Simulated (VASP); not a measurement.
Method: PBEsol GGA, VASP's PBE PAW potentials (set 64) (plane waves; VASP 6.6.1).

VASP ran on this input.

**KPOINTS**
```
Automatic mesh
0
Gamma
9 9 9
0 0 0
```

POSCAR:
```
SrO
1
    0.0000000000     2.5255060334     2.5255060334
    2.5255060334     0.0000000000     2.5255060334
    2.5255060334     2.5255060334     0.0000000000
Sr O
1 1
Direct
  0.0000000000   0.0000000000   0.0000000000
  0.5000000000   0.5000000000   0.5000000000
```

**INCAR**
```
! general
SYSTEM  = SrO
PREC    = Accurate
ENCUT   = 620   ! plane-wave cut-off (eV)
LREAL   = .FALSE.   ! projection in real space or not
LASPH   = .TRUE.   ! aspherical one-centre terms

! electronic loop
EDIFF   = 1E-6   ! SCF stop (eV)
NELM    = 100   ! most electronic steps
ALGO    = Normal   ! blocked Davidson
LMAXMIX = 4

! smearing
ISMEAR  = 0
SIGMA   = 0.05

! functional
GGA     = PS   ! PBEsol

! ions
IBRION  = 2   ! conjugate gradients
NSW     = 40   ! most ionic steps
ISIF    = 3   ! ions, shape and volume
EDIFFG  = -0.02   ! ionic stop
PSTRESS = 50   ! kbar

! output
LWAVE   = .FALSE.
LCHARG  = .FALSE.
```

POTCAR, in this order: Sr_sv O (PBE.64 set). Program: vasp_std.

Output of the run:

### OUTCAR
```
 ion  position               nearest neighbor table
   1  0.000  0.000  0.000-   2 2.53   2 2.53   2 2.53   2 2.53   2 2.53   2 2.53
   2  0.500  0.500  0.500-   1 2.53   1 2.53   1 2.53   1 2.53   1 2.53   1 2.53
  LATTYP: Found a face centered cubic cell.
 ALAT       =     5.0510120668
 Subroutine PRICEL returns:
 Original cell was already a primitive cell.
 Subroutine GETGRP returns: Found 48 space group operations
The static configuration has the point symmetry O_h .
The dynamic configuration has the point symmetry O_h .
 Subroutine INISYM returns: Found 48 space group operations
 Subroutine IBZKPT returns following result:
 Found     35 irreducible k-points:

 Following reciprocal coordinates:
            Coordinates               Weight
  0.000000  0.000000  0.000000      1.000000
  0.111111  0.000000  0.000000      8.000000
  0.222222  0.000000  0.000000      8.000000
  0.333333  0.000000  0.000000      8.000000
  0.444444  0.000000  0.000000      8.000000
  0.111111  0.111111  0.000000      6.000000
  0.222222  0.111111  0.000000     24.000000
  0.333333  0.111111  0.000000     24.000000
  0.444444  0.111111  0.000000     24.000000
 -0.444444  0.111111  0.000000     24.000000
 -0.333333  0.111111  0.000000     24.000000
 -0.222222  0.111111  0.000000     24.000000
 -0.111111  0.111111  0.000000     12.000000
  0.222222  0.222222  0.000000      6.000000
  0.333333  0.222222  0.000000     24.000000
  0.444444  0.222222  0.000000     24.000000
 -0.444444  0.222222  0.000000     24.000000
 -0.333333  0.222222  0.000000     24.000000
 -0.222222  0.222222  0.000000     12.000000
  0.333333  0.333333  0.000000      6.000000
  0.444444  0.333333  0.000000     24.000000
 -0.444444  0.333333  0.000000     24.000000
 -0.333333  0.333333  0.000000     12.000000
  0.444444  0.444444  0.000000      6.000000
...
```

### OSZICAR
```
       N       E                     dE             d eps       ncg     rms          rms(c)
DAV:   1     0.843888599622E+02    0.84389E+02   -0.98607E+03   840   0.152E+03
DAV:   2    -0.107833797395E+02   -0.95172E+02   -0.85781E+02  1140   0.272E+02
DAV:   3    -0.145036118431E+02   -0.37202E+01   -0.36867E+01  1112   0.520E+01
DAV:   4    -0.146073977415E+02   -0.10379E+00   -0.10374E+00  1116   0.777E+00
DAV:   5    -0.146098163809E+02   -0.24186E-02   -0.24186E-02  1136   0.890E-01    0.195E+01
DAV:   6    -0.127480952870E+02    0.18617E+01   -0.89458E+00   968   0.235E+01    0.226E+01
DAV:   7    -0.126400476173E+02    0.10805E+00   -0.50439E-01  1028   0.652E+00    0.132E+01
DAV:   8    -0.126161213957E+02    0.23926E-01   -0.13593E-01   924   0.405E+00    0.828E-01
DAV:   9    -0.126156280861E+02    0.49331E-03   -0.12197E-02  1204   0.949E-01    0.206E-01
DAV:  10    -0.126158933622E+02   -0.26528E-03   -0.89518E-04   904   0.301E-01    0.578E-02
DAV:  11    -0.126159456300E+02   -0.52268E-04   -0.84912E-05   996   0.857E-02    0.304E-02
DAV:  12    -0.126159524743E+02   -0.68443E-05   -0.11211E-05  1176   0.325E-02    0.993E-03
DAV:  13    -0.126159518313E+02    0.64300E-06   -0.15821E-06   900   0.137E-02
   1 F= -.11610562E+02 E0= -.11610562E+02  d E =-.116106E+02
```

File OUTCAR:
```
------------------------ aborting loop because EDIFF is reached ----------------------------------------
  FORCE on cell =-STRESS in cart. coord.  units (eV):
  Direction    XX          YY          ZZ          XY          YZ          ZX
  --------------------------------------------------------------------------------------
  Total        1.0077810      1.0077810      1.0077810     -0.0000000      0.0000000      0.0000000
  in kB       50.1188999     50.1188999     50.1188999     -0.0000000      0.0000000      0.0000000
  external PRESSURE =       0.1188999 kB  Pullay stress =      50.0000000 kB
  volume of cell :       32.22
      direct lattice vectors                 reciprocal lattice vectors
     0.000000000  2.525506033  2.525506033    -0.197980125  0.197980125  0.197980125
     2.525506033  0.000000000  2.525506033     0.197980125 -0.197980125  0.197980125
     2.525506033  2.525506033  0.000000000     0.197980125  0.197980125 -0.197980125
  FREE ENERGIE OF THE ION-ELECTRON SYSTEM (eV)
  ---------------------------------------------------
  free  energy   TOTEN  =       -12.6159518313 eV

  energy  without entropy=      -12.6159518313  energy(sigma->0) =      -12.61595183
  enthalpy is  TOTEN    =       -11.6105616288 eV   P V=        1.0053902025

 reached required accuracy - stopping structural energy minimisation
```
(Selected blocks of OUTCAR.)

OUTCAR:
```
 val. band max:        1.7482782760   @ k =   0.0000   0.0000   0.0000

 cond. band min:       4.9201790445   @ k =   0.4444   0.4444   0.0000


 Fermi energy:         2.0497256037

 k-point     1 :       0.0000    0.0000    0.0000
  band No.  band energies     occupation
      1     -30.3115      2.00000
      2     -13.3170      2.00000
      3     -11.9012      2.00000
      4     -11.9012      2.00000
      5     -11.9012      2.00000
      6       1.7483      2.00000
      7       1.7483      2.00000
      8       1.7483      2.00000
      9       5.9612      0.00000
     10       8.0194      0.00000
     11       8.0194      0.00000
     12       8.0194      0.00000

 k-point     2 :       0.1111    0.0000    0.0000
  band No.  band energies     occupation
      1     -30.2909      2.00000
      2     -13.6229      2.00000
      3     -11.9125      2.00000
      4     -11.9125      2.00000
      5     -11.6442      2.00000
      6       1.3538      2.00000
      7       1.5699      2.00000
      8       1.5699      2.00000
      9       6.5507      0.00000
     10       7.8786      0.00000
     11       8.2805      0.00000
     12       8.2805      0.00000

 k-point     3 :       0.2222    0.0000    0.0000
  band No.  band energies     occupation
      1     -30.2382      2.00000
      2     -14.1738      2.00000
      3     -11.9407      2.00000
      4     -11.9407      2.00000
      5     -11.2175      2.00000
      6       0.5743      2.00000
      7       1.1620      2.00000
      8       1.1620      2.00000
      9       7.7668      0.00000
     10       7.9098      0.00000
     11       9.0089      0.00000
     12       9.0089      0.00000

 k-point     4 :       0.3333    0.0000    0.0000
  band No.  band energies     occupation
      1     -30.1772      2.00000
      2     -14.6513      2.00000
      3     -11.9721      2.00000
      4     -11.9721      2.00000
      5     -10.8817      2.00000
      6      -0.1294      2.00000
...
```

The compound is SrO in the rock salt structure. It was relaxed first under an external pressure of 5 GPa.
